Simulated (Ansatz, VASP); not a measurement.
**GaAs: VASP beside Ansatz**

One calculation is typed for both programs; each brings its own data sets. How far apart do they land? The cell is taken from a series of runs on this material, whose earlier steps may have relaxed, scaled, displaced or heated it; both programs get it as it stands.

Calculated with Ansatz 0.2.0; plane waves, with VASP 6.6.1 beside it; zone-centre phonons at LDA.

### 1. The starting structure

The structure is cubic, space group F-43m (No. 216). The conventional cell has a = 5.603 Å, b = 5.603 Å, c = 5.603 Å, α = 90.00°, β = 90.00°, γ = 90.00°. Nearest to Ga lie 4 As at 2.43 Å. As has 4 Ga at 2.43 Å nearest. Farther neighbours are not listed.

Structure file:

```cif
data_structure
_symmetry_space_group_name_H-M 'P 1'
_symmetry_Int_Tables_number 1
_cell_length_a 3.9620
_cell_length_b 3.9620
_cell_length_c 3.9620
_cell_angle_alpha 60.000
_cell_angle_beta 60.000
_cell_angle_gamma 60.000
_cell_volume 43.98
loop_
_atom_site_label
_atom_site_type_symbol
_atom_site_fract_x
_atom_site_fract_y
_atom_site_fract_z
_atom_site_occupancy
Ga1 Ga 0.00000 0.00000 0.00000 1
As2 As 0.75000 0.75000 0.75000 1
```

### 2. VASP: zone-centre phonons, LDA

Second derivatives magnify differences that forces hide, and they need a tight electronic threshold.

Lines of VASP's logs that name or quote its potential files are left out, and so is its time.

INCAR

```
SYSTEM = GaAs
PREC = Accurate
ENCUT = 500
EDIFF = 1E-08
NELM = 120
ISMEAR = -1
SIGMA = 0.03
LREAL = .FALSE.
ALGO = Normal
GGA = CA
NELECT = 18.008796
NBANDS = 15
LORBIT = 11
LWAVE = .FALSE.
LCHARG = .FALSE.
ISIF = 2
IBRION = 8
LASPH = .TRUE.
GGA_COMPAT = .FALSE.
KPAR = 2
```

POSCAR

```
GaAs
1.0
    0.0000000000      2.8015629883      2.8015629883
    2.8015629883      0.0000000000      2.8015629883
    2.8015629883      2.8015629883      0.0000000000
Ga As
1 1
Direct
    0.0000000000      0.0000000000      0.0000000000
    0.7500000000      0.7500000000      0.7500000000
```

KPOINTS

```
Automatic mesh
0
Gamma
24 24 24
0 0 0
```

Potentials, in the order of the species: Ga_d and As (LDA family, release 64).

Command:

```sh
> mpirun -np 2 vasp_std
```

Numbers of over 12 decimals in the logs are rounded to 6 here.

The log of the run:

```text
[banner, memory and clock lines left out]
running    2 mpi-ranks, on    1 nodes
 distrk:  each k-point on    1 cores,    2 groups
 distr:  one band on    1 cores,    1 groups

 POSCAR found type information on POSCAR GaAs
 POSCAR found :  2 types and       2 ions
 LDA part: xc-table for (Slater(with rela. corr.)+CA(PZ))
 , standard interpolation
 POSCAR, INCAR and KPOINTS ok, starting setup
 FFT: planning ... GRIDC
 FFT: planning ... GRID_SOFT
 FFT: planning ... GRID
 WAVECAR not read
 entering main loop
       N       E                     dE             d eps       ncg     rms          rms(c)
DAV:   1     0.812579771347E+02    0.81258E+02   -0.89499E+03 12689   0.163E+03
DAV:   2    -0.336629342108E+01   -0.84624E+02   -0.80926E+02 14119   0.314E+02
DAV:   3    -0.973211429843E+01   -0.63658E+01   -0.63408E+01 14994   0.690E+01
DAV:   4    -0.983266873877E+01   -0.10055E+00   -0.10053E+00 15124   0.961E+00
DAV:   5    -0.983413521072E+01   -0.14665E-02   -0.14664E-02 15675   0.104E+00BRMIX: very serious problems
 the old and the new charge density differ
 old charge density:    18.00000 new   18.00880
BRMIX: very serious problems
 the old and the new charge density differ
 old charge density:    18.00000 new   18.00880
    0.309E+00
DAV:   6    -0.964377759634E+01    0.19036E+00   -0.23090E-01 19229   0.882E+00    0.181E+00
DAV:   7    -0.960098763792E+01    0.42790E-01   -0.67546E-02 17593   0.203E+00    0.526E-01
DAV:   8    -0.959781206922E+01    0.31756E-02   -0.91179E-03 15925   0.111E+00    0.110E-01
DAV:   9    -0.959778086376E+01    0.31205E-04   -0.71065E-04 15248   0.336E-01    0.415E-02
DAV:  10    -0.959778561681E+01   -0.47531E-05   -0.41548E-05 19429   0.722E-02    0.217E-02
DAV:  11    -0.959779028140E+01   -0.46646E-05   -0.68222E-06 14343   0.412E-02    0.253E-03
DAV:  12    -0.959779016599E+01    0.11541E-06   -0.49672E-07 18052   0.104E-02    0.196E-03
DAV:  13    -0.959779016686E+01   -0.87311E-09   -0.69628E-08 15331   0.219E-03
   1 F= -.95977902E+01 E0= -.95976516E+01  d E =-.277168E-03
 Linear response reoptimize wavefunctions to high precision
DAV:   1    -0.959779016703E+01   -0.16689E-09   -0.13834E-09 12352   0.328E-04
DAV:   2    -0.959779016704E+01   -0.13642E-10   -0.11479E-10  9072   0.110E-04
 Linear response DOF=           2
 Linear response progress:
  Degree of freedom:   1/  2
       N       E                     dE             d eps       ncg     rms          rms(c)
RMM:   1    -0.167239647926E+00   -0.16724E+00    0.10917E-01 74521   0.856E+00
RMM:   2    -0.165367512823E+00    0.18721E-02   -0.24768E-02113419   0.138E+00    0.434E-02
RMM:   3    -0.165753254821E+00   -0.38574E-03   -0.37064E-03118182   0.420E-01    0.275E-02
RMM:   4    -0.165635278726E+00    0.11798E-03   -0.16700E-03125419   0.184E-01    0.101E-02
RMM:   5    -0.165633735854E+00    0.15429E-05   -0.63567E-05122716   0.422E-02    0.365E-03
RMM:   6    -0.165632254827E+00    0.14810E-05   -0.80531E-06121472   0.149E-02    0.585E-04
RMM:   7    -0.165627568528E+00    0.46863E-05   -0.31864E-06120999   0.616E-03    0.304E-04
RMM:   8    -0.165628575429E+00   -0.10069E-05   -0.31009E-06122782   0.259E-03    0.900E-05
RMM:   9    -0.165629203173E+00   -0.62774E-06   -0.11553E-06121913   0.111E-03    0.239E-05
RMM:  10    -0.165629236647E+00   -0.33473E-07   -0.39828E-07124449   0.499E-04    0.118E-05
RMM:  11    -0.165629217546E+00    0.19101E-07   -0.34585E-07120192   0.229E-04    0.484E-06
RMM:  12    -0.165629179484E+00    0.38062E-07   -0.17189E-07122232   0.117E-04    0.281E-06
RMM:  13    -0.165629201194E+00   -0.21709E-07   -0.87458E-08123291   0.641E-05    0.681E-07
RMM:  14    -0.165629199744E+00    0.14494E-08   -0.59563E-08120929   0.383E-05    0.426E-07
 first order change of Fermi-energy   0.74531E-05
 force on displaced ion       1 direction 1 :  -9.639  -0.000  -0.000
 Linear response progress:
  Degree of freedom:   2/  2
       N       E                     dE             d eps       ncg     rms          rms(c)
RMM:   1    -0.452082700913E-01   -0.45208E-01    0.60846E-02134030   0.154E+00
RMM:   2    -0.444290689984E-01    0.77920E-03   -0.44114E-03105506   0.415E-01    0.822E-02
RMM:   3    -0.443949515391E-01    0.34117E-04   -0.41111E-04118646   0.131E-01    0.451E-02
RMM:   4    -0.445602699785E-01   -0.16532E-03   -0.73255E-05117055   0.572E-02    0.414E-03
RMM:   5    -0.445611693696E-01   -0.89939E-06   -0.67024E-06122299   0.173E-02    0.235E-03
RMM:   6    -0.445486831521E-01    0.12486E-04   -0.69964E-07116713   0.532E-03    0.688E-04
RMM:   7    -0.445487976685E-01   -0.11452E-06   -0.14671E-08121233   0.193E-03    0.328E-04
RMM:   8    -0.445473065993E-01    0.14911E-05    0.41272E-08118962   0.739E-04    0.397E-05
RMM:   9    -0.445472602394E-01    0.46360E-07    0.17917E-08122825   0.254E-04    0.154E-05
RMM:  10    -0.445471939436E-01    0.66296E-07    0.20706E-08118757   0.988E-05    0.465E-06
RMM:  11    -0.445471908325E-01    0.31111E-08    0.25369E-08119097   0.422E-05    0.150E-06
 first order change of Fermi-energy   0.57027E-04
 force on displaced ion       2 direction 1 :  -9.583  -0.000  -0.000
 Linear response finished
```

OUTCAR, selected parts (step 2):

```text
NELECT = 18.008796

 ion  position               nearest neighbor table
   1  0.000  0.000  0.000-   2 2.43   2 2.43   2 2.43   2 2.43
   2  0.750  0.750  0.750-   1 2.43   1 2.43   1 2.43   1 2.43

  LATTYP: Found a face centered cubic cell.
 ALAT       =     5.6031259766

 Subroutine GETGRP returns: Found 24 space group operations
 (whereof 24 operations were pure point group operations)

The static configuration has the point symmetry T_d .

 Found    413 irreducible k-points:

   k-points           NKPTS =    413   k-points in BZ     NKDIM =    413   number of bands    NBANDS=     15

   dimension x,y,z NGX =    30 NGY =   30 NGZ =   30
   dimension x,y,z NGXF=    60 NGYF=   60 NGZF=   60

   ENCUT  =  500.0 eV  36.75 Ry    6.06 a.u.   7.22  7.22  7.22*2*pi/ulx,y,z

 k-points in reciprocal lattice and weights: Automatic mesh
   0.00000000  0.00000000  0.00000000       0.000
   0.04166667  0.00000000  0.00000000       0.001
   0.08333333  0.00000000  0.00000000       0.001
   0.12500000  0.00000000  0.00000000       0.001
   0.16666667  0.00000000  0.00000000       0.001
   0.20833333  0.00000000  0.00000000       0.001
   0.25000000  0.00000000  0.00000000       0.001
   0.29166667  0.00000000  0.00000000       0.001
   0.33333333  0.00000000  0.00000000       0.001
[...]
-0.29166667  0.50000000  0.20833333       0.001
  -0.25000000  0.50000000  0.25000000       0.000

 average (electrostatic) potential at core
       1 -67.2931       2 -53.5477

  Total        0.2081870      0.2081870      0.2081870      0.0000000      0.0000000     -0.0000000
  in kB        7.5846050      7.5846050      7.5846050      0.0000000      0.0000000     -0.0000000
  external PRESSURE =       7.5846050 kB  Pullay stress =       0.0000000 kB

  energy-cutoff  :      500.00
  volume of cell :       43.98
      direct lattice vectors                 reciprocal lattice vectors
     0.000000000  2.801562988  2.801562988    -0.178471804  0.178471804  0.178471804
     2.801562988  0.000000000  2.801562988     0.178471804 -0.178471804  0.178471804
     2.801562988  2.801562988  0.000000000     0.178471804  0.178471804 -0.178471804

 POSITION                                       TOTAL-FORCE (eV/Angst)
 -----------------------------------------------------------------------------------
      0.00000      0.00000      0.00000         0.000000      0.000000      0.000000
      4.20234      4.20234      4.20234        -0.000000     -0.000000     -0.000000
 -----------------------------------------------------------------------------------
    total drift:                                0.000001      0.000001      0.000000

 Eigenvectors and eigenvalues of the dynamical matrix
 ----------------------------------------------------

   1 f  =    8.065316 THz    50.675875 2PiTHz  269.029982 cm-1    33.355452 meV
             X         Y         Z           dx          dy          dz
      0.000000  0.000000  0.000000    -0.014495   -0.531712   -0.486297
      4.202344  4.202344  4.202344     0.013943    0.511454    0.467770

   2 f  =    8.065316 THz    50.675875 2PiTHz  269.029982 cm-1    33.355452 meV
             X         Y         Z           dx          dy          dz
      0.000000  0.000000  0.000000     0.520415   -0.344137    0.360763
      4.202344  4.202344  4.202344    -0.500588    0.331026   -0.347018

   3 f  =    8.065316 THz    50.675875 2PiTHz  269.029982 cm-1    33.355452 meV
             X         Y         Z           dx          dy          dz
      0.000000  0.000000  0.000000     0.498368    0.343897   -0.390867
      4.202344  4.202344  4.202344    -0.479380   -0.330794    0.375975

   4 f/i=    0.011628 THz     0.073062 2PiTHz    0.387877 cm-1     0.048091 meV
             X         Y         Z           dx          dy          dz
      0.000000  0.000000  0.000000     0.372523   -0.572748    0.117362
      4.202344  4.202344  4.202344     0.387278   -0.595434    0.122011

   5 f/i=    0.011628 THz     0.073062 2PiTHz    0.387877 cm-1     0.048091 meV
             X         Y         Z           dx          dy          dz
      0.000000  0.000000  0.000000    -0.583490   -0.355461    0.117362
      4.202344  4.202344  4.202344    -0.606601   -0.369541    0.122011

   6 f/i=    0.011628 THz     0.073062 2PiTHz    0.387877 cm-1     0.048091 meV
             X         Y         Z           dx          dy          dz
      0.000000  0.000000  0.000000    -0.036785   -0.161848   -0.673082
      4.202344  4.202344  4.202344    -0.038242   -0.168258   -0.699742

 ELASTIC MODULI CONTR FROM IONIC RELAXATION (kBar)
 Direction    XX          YY          ZZ          XY          YZ          ZX
 --------------------------------------------------------------------------------
 XX          -0.0000      0.0000      0.0000     -0.0000      0.0000      0.0000
 YY           0.0000     -0.0000     -0.0000     -0.0000     -0.0000      0.0000
 ZZ           0.0000     -0.0000     -0.0000      0.0000     -0.0000      0.0000
 XY          -0.0000     -0.0000      0.0000   -233.9934      0.0000     -0.0000
 YZ           0.0000     -0.0000     -0.0000      0.0000   -233.9934     -0.0000
 ZX           0.0000      0.0000      0.0000     -0.0000     -0.0000   -233.9934
 --------------------------------------------------------------------------------
```

The cell is charged against a uniform background.

### 3. Ansatz: zone-centre phonons, LDA

Ansatz runs on its PAW soft_1 files.

The same cell, functional (in two slightly different forms), mesh and smearing now go to Ansatz, which takes its cutoff from its data sets.

input.yaml

```yaml
crystal:
  lattice:
    - [0.0, 2.8015629883, 2.8015629883]
    - [2.8015629883, 0.0, 2.8015629883]
    - [2.8015629883, 2.8015629883, 0.0]
  atoms:
    - { symbol: Ga, position: [0.0, 0.0, 0.0] }
    - { symbol: As, position: [0.75, 0.75, 0.75] }
total_charge: -0.008796
kpoints:
  mp_grid: { grid: [24, 24, 24] }
hamiltonian:
  xc: lda
  pseudopotentials: { kind: paw, azcp: { folder: soft_1 }, xc_functional: pbe }
scf:
  occupations: { method: fermi_dirac, width: 0.03 }
output:
  eigenvalues: true
phonons:
  method: dfpt
```

Command:

```sh
> ansatz run input.yaml --threads 8 --pin off --max-ram 16384MiB --backend cpu --events-out ev --progress --plain --runs-dir out
```

The log of the run:

```text
zone centre: on kpoints.mp_grid the ground state, and the responses unless they are solved on pairs of k-points, stand on 1063 of the mesh's 13824 k-points, reduced under 8 symmetry operations, with k and −k counted as one. Each operation leaves every solved displacement unchanged or reverses it
Engine: ansatz 0.2.0, x86_64-unknown-linux-gnu
Pseudopotentials: kind: paw
Pseudopotential: Ga, paw, valence charge 13, recommended cutoff 420 eV (normal), soft_1/Ga.paw.azcp
Pseudopotential: As, paw, valence charge 15, recommended cutoff 420 eV (normal), soft_1/As.paw.azcp
Functional definition: SPW92
  exchange = slater_x
  correlation = pw_c
Crystal: 2 atoms, lattice volume = 43.978 Å³
Basis set: ecut = 420 eV, 869 PW (Γ), exchange–correlation on 54×54×54 points (8 copies of the dense FFT grid, shifted against one another)
Bands: 19, of which v1, the nominal top of the filled ones, is band 14 counted from 1 (13 counted from 0)
Symmetry: 24 space group operations
k-points: 1063 of 13824 (irreducible under 8 space group operations, time reversal used)
Non-local potential: Ga, projectors of the file, l = 0: 2, l = 1: 2, l = 2: 3, l = 3: 1
Non-local potential: As, projectors of the file, l = 0: 2, l = 1: 2, l = 2: 3, l = 3: 1
PAW form: soft (Blöchl's): semilocal exchange-correlation on the pseudo side does not see the compensation charge
PAW frozen core: Ga, regenerated for the run's functional, and the local potential with it (the file was generated under x = pbe(κ = 0.804, μ = 0.219515), c = pbe(β = 0.066725))
PAW frozen core: As, regenerated for the run's functional, and the local potential with it (the file was generated under x = pbe(κ = 0.804, μ = 0.219515), c = pbe(β = 0.066725))
PAW one-centre angular grid: Ga, 590 points (default); XC on 64 Gauss nodes
PAW one-centre angular grid: As, 590 points (default); XC on 64 Gauss nodes
Initial density: superposition of atomic densities (chi_scale 0.1, normalization cell, long waves kept (reshape's long-wave potential 0.00 eV rms))
Initial wavefunctions: pseudopotential atomic-orbital guess
Functional: x = slater, c = lda
SCF iter   1: F=—  HF=-8481.376955 eV  |F-HF|=—  |Δ(HF+E_count)|=         —  Δρ=4.20e-2  dr2=4.90e-1  ethr=3.10e-3  ⟨swp⟩=5.9  Hψ=103988  notcnv=0
preconditioner: auto → none  [insulator: Δε(μ)=0.069 eV  Ē_g=16.725 eV  σ=0.030 eV  W_gap=0.52  n_scr=14 (ndim 8)  ℏωp=23.8 eV  f_vac=0.000  D(μ)=0.09/eV (n_scr^D=0)  ε∞_Penn≈3.0]
SCF iter   2: F=—  HF=-8481.252166 eV  |F-HF|=—  |Δ(HF+E_count)|=   1.25e-1  Δρ=1.75e-2  dr2=7.79e-2  ethr=1.75e-3  ⟨swp⟩=2.0  Hψ=33154  notcnv=0  defer=824
SCF iter   3: F=—  HF=-8481.233777 eV  |F-HF|=—  |Δ(HF+E_count)|=   1.84e-2  Δρ=5.46e-3  dr2=6.51e-3  ethr=2.78e-4  ⟨swp⟩=2.2  Hψ=33710  notcnv=0  defer=824
SCF iter   4: F=—  HF=-8481.228637 eV  |F-HF|=—  |Δ(HF+E_count)|=   5.14e-3  Δρ=1.06e-3  dr2=1.68e-4  ethr=2.33e-5  ⟨swp⟩=2.0  Hψ=33431  notcnv=0  defer=824
SCF iter   5: F=—  HF=-8481.228666 eV  |F-HF|=—  |Δ(HF+E_count)|=   2.85e-5  Δρ=1.94e-4  dr2=1.87e-5  ethr=5.99e-7  ⟨swp⟩=2.0  Hψ=34265  notcnv=0  defer=824
SCF iter   6: F=—  HF=-8481.228657 eV  |F-HF|=—  |Δ(HF+E_count)|=   8.67e-6  Δρ=6.45e-5  dr2=1.14e-6  ethr=6.67e-8  ⟨swp⟩=2.0  Hψ=34270  notcnv=0  defer=824
SCF iter   7: F=—  HF=-8481.228657 eV  |F-HF|=—  |Δ(HF+E_count)|=   1.83e-7  Δρ=1.62e-5  dr2=4.54e-8  ethr=4.08e-9  ⟨swp⟩=2.1  Hψ=32230  notcnv=0  defer=824
SCF iter   8: F=—  HF=-8481.228657 eV  |F-HF|=—  |Δ(HF+E_count)|=   1.79e-8  Δρ=3.75e-6  dr2=2.77e-9  ethr=1.62e-10  ⟨swp⟩=2.0  Hψ=30003  notcnv=0  defer=824
SCF iter   9: F=—  HF=-8481.228657 eV  |F-HF|=—  |Δ(HF+E_count)|=   2.06e-9  Δρ=3.35e-7  dr2=1.81e-11  ethr=9.88e-12  ⟨swp⟩=2.7  Hψ=37747  notcnv=0  defer=824
SCF iter  10: F=-8481.228657 eV  HF=-8481.228657 eV  |F-HF|=0.00e0  |Δ(HF+E_count)|=  3.64e-12  Δρ=2.25e-8  dr2=1.31e-13  ethr=1.00e-12  ⟨swp⟩=9.1  Hψ=102518  notcnv=0
SCF 1 converged in 10 iterations: F = -8481.228657 eV  dr2 = 1.31e-13
  greatest PAW one-centre occupation: 0.999 electrons in one spin orbital (limit 2), on the As atom at site 1 (counted from 0), in its partial waves of l = 2
DFPT response loops at Γ: preconditioner auto → Kerker (q_TF=auto, 2.531 Å⁻¹) (partly filled bands, converged f_vac=0.067); β = 1.00, the filter's whole step (`scf.mixing.beta` (0.50) is not read by the response loops under this deck's `scf.mixing.preconditioner`; to damp them name `kerker` or `kerker_dos`, under which they read `scf.mixing.beta`, and type it under 1.00, their step now; both keys bind the ground state too); Broyden in place of MSR1
SCF converged after 10 iterations
Free energy (F): -8481.228657 eV
Harris-Foulkes:  -8481.228657 eV  (|F-HF|=0.00e0)
Internal energy: -8481.228388 eV  (E = F + TS)
E sigma→0 (E₀):  -8481.228523 eV
Entropy (-TS):   -0.000269 eV (-0.135 meV/atom)
Fermi energy:    9.071683 eV
--- Per-component energies (eV) ---
  E_band       = -322.359622
  E_kinetic    = 211.468035
  E_local      = -3627.923958  (includes V_loc(G=0)·N_el)
  E_nonlocal   = -481.138887
  E_hartree    = 2117.084682
  E_xc         = -134.013969
  E_vxc        = -131.345466  (∫ρ·V_xc dr)
  E_paw        = -3847.421176  (= ΣΔE_a)
  E_vpaw       = -527.588493  (= ΣTr[D̂ρ^β])
  E_aug_tail   = -0.000222  (compensation charges beyond the density's cutoff)
  E_ewald      = -2723.086604
  E_core_change = 3.803710  (= ΣΔE_core)
  E_smearing   = -0.000269  (= −TS)
  E_closure    = 0.000000  (closes the sum)
  E_deformation_potential = -0.125619  (in the stress; not in F)
  Σ components = -8481.228657   (vs F -8481.228657, Δ=0.00e0)
--- Band table (eV; the first three rows and the last of 1063) ---
  k-point 0: bands = [... 10 lower, -5.0048, 7.9731, 7.9731, 7.9731, 8.4644, 11.6686, 11.6686, 11.6686, ... 1 higher]
  k-point 1: bands = [... 10 lower, -4.9834, 7.4604, 7.9416, 7.9416, 8.8850, 11.6947, 11.7149, 11.7149, ... 1 higher]
  k-point 2: bands = [... 10 lower, -4.9197, 6.7213, 7.8537, 7.8537, 9.3217, 11.8223, 11.8438, 11.8438, ... 1 higher]
  k-point 1062: bands = [... 10 lower, -2.3306, 1.1748, 4.2887, 4.4794, 12.6241, 12.6363, 13.3621, 13.9413, ... 1 higher]
--- Phonons (Γ-DFPT): 2 representative perturbations + reference, on 1063 of 13824 k-points (Σ response iterations 7) ---
  k mesh reduced under 8 symmetry operations, with k and −k counted as one. Each operation leaves every solved displacement unchanged or reverses it
  ASR residual: 1.573e-5 → 0.000e0 eV/Å²; symmetrization residual: 3.780e-6 eV/Å²
  ASR residual per site (eV/Å²): 1.57e-5 9.51e-6
  Γ frequencies (cm⁻¹): 0.00 0.00 0.00 266.91 266.91 266.91
  non-analytic LO–TO correction: not included (Born effective charges unavailable; polar crystals: no LO–TO splitting at Γ)
```

The column dr2 measures how far the density is from self-consistency, as an energy; F and HF (Harris–Foulkes) agree once it is small.

### 4. Side by side

Known differences besides the potentials themselves: the two LDA forms differ slightly; the cutoff is 420 eV in Ansatz and 500 eV in VASP; VASP's log shows a relativistic correction to its local exchange, Ansatz's none. Total energies have different zeros and are not compared.

Both answers:

| quantity | Ansatz | VASP | difference |
| --- | --- | --- | --- |
| optical mode 1 to 3 (cm⁻¹) | 266.9 | 269.0 | -0.79 % |

Modes are paired by rising frequency, not by their patterns, so a pair may set unlike modes beside each other; they are those without the splitting of longitudinal modes. The cell carries a charge of -0.008796 e against a uniform background, so its pressure also hangs on how the neutralising background is counted, and in a defect's cell a gap may be the spacing between its levels.

### 5. Results

* r.m.s. difference of the optical zone-centre modes, each program's sorted by frequency (zone-centre phonons, LDA): 2.1 cm⁻¹
* difference in optical mode 1 to 3 (zone-centre phonons, LDA): -0.8 %

In words: The r.m.s. difference of the optical zone-centre modes, each program's sorted by frequency is 2.1 cm⁻¹ (zone-centre phonons, LDA). The data sets hold unlike numbers of valence electrons (28.0088 in Ansatz and 18.0088 in VASP), so part of the differences comes from the potentials. Among the rows given in per cent, the largest difference of the zone-centre phonons, LDA pair is in optical mode 1 to 3, -0.8 %. Such differences can come from data sets, numerical settings and the points named under the comparisons, not from the functional's error against experiment.

[Lines on the potential files, build, host, timing and source positions are cut from VASP's logs without a mark.]

[Logs are printed without paths, hosts, clocks, repeated set-up lines and the standing remarks that a program may print on its own settings, such as how far it seeks lower states.]

[Hosts, paths, dates, database ids (printed as entryN), source tags and the programs' standing remarks are cut or masked in the printed files.]
